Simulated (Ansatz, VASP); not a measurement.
## One calculation of Ag3SF, two programs

INCAR

```
SYSTEM = Ag3SF
PREC     = Accurate       ! precision mode
ENCUT    = 520            ! plane-wave cutoff, eV
EDIFF    = 1E-7           ! SCF threshold, eV
ISMEAR   = 0              ! smearing method
SIGMA    = 0.05           ! smearing width, eV
LREAL    = .False.        ! projectors in reciprocal space
LASPH    = .True.         ! aspherical terms in the spheres
NELM     = 60             ! most SCF steps
ALGO     = Normal         ! electronic algorithm
ISIF     = 2              ! what is computed and relaxed
LWAVE    = .False.        ! write WAVECAR
LCHARG   = .False.        ! write CHGCAR
GGA      = CA             ! functional
NBANDS   = 31             ! bands
```

File KPOINTS:

```
regular mesh
0
Gamma
  4 4 4
  0 0 0
```

Contents of POSCAR:

```
Ag3SF
1.0
    4.3916874950      0.0000000000      0.0000000000
    0.0000000000      4.3916874950      0.0000000000
    0.0000000000      0.0000000000      4.3916874950
S F Ag
1 1 3
Direct
    0.0000000000      0.0000000000      0.0000000000
    0.5000000000      0.5000000000      0.5000000000
    0.5000000000      0.5000000000      0.0000000000
    0.5000000000      0.0000000000      0.5000000000
    0.0000000000      0.5000000000      0.5000000000
```

Input for Ansatz:

```yaml
crystal:
  lattice:
    - [4.391687495, 0.0, 0.0]
    - [0.0, 4.391687495, 0.0]
    - [0.0, 0.0, 4.391687495]
  atoms:
    - { symbol: S, position: [0.0, 0.0, 0.0] }
    - { symbol: F, position: [0.5, 0.5, 0.5] }
    - { symbol: Ag, position: [0.5, 0.5, 0.0] }
    - { symbol: Ag, position: [0.5, 0.0, 0.5] }
    - { symbol: Ag, position: [0.0, 0.5, 0.5] }
basis:
  ecutwfc: 420
kpoints:
  mp_grid: { grid: [4, 4, 4] }
hamiltonian:
  xc: lda
scf:
  occupations: { method: gaussian, width: 0.05 }
output:
  forces: true
  stress: true
  eigenvalues: true
```

The cell comes from a database or a generator and needn't be the stable form of this composition.

Alike in both runs: task single point; functional LDA; k mesh 4 × 4 × 4; occupations gaussian, width 0.05 eV; no spin polarisation.

|  | VASP | Ansatz |
| --- | --- | --- |
| version | VASP 6.6.1 | Ansatz 0.2.0 |
| potentials or method | VASP PAW LDA potentials, release 64 (S, F, Ag) | scalar-relativistic, plane waves, PAW |
| plane-wave cutoff (eV) | 520 | 420 |
| valence electrons in the cell | 46 | 70 |

|  | VASP | Ansatz | Ansatz less VASP |
| --- | --- | --- | --- |
| gap on the k mesh at the Fermi level (eV) | none | none | - |
| pressure (GPa) | 0.4 | 0.4 | +0.01 |

A gap of «none» marks a metal or a gap that the smearing closes. The two sets of potentials don't hold the same shells in valence.
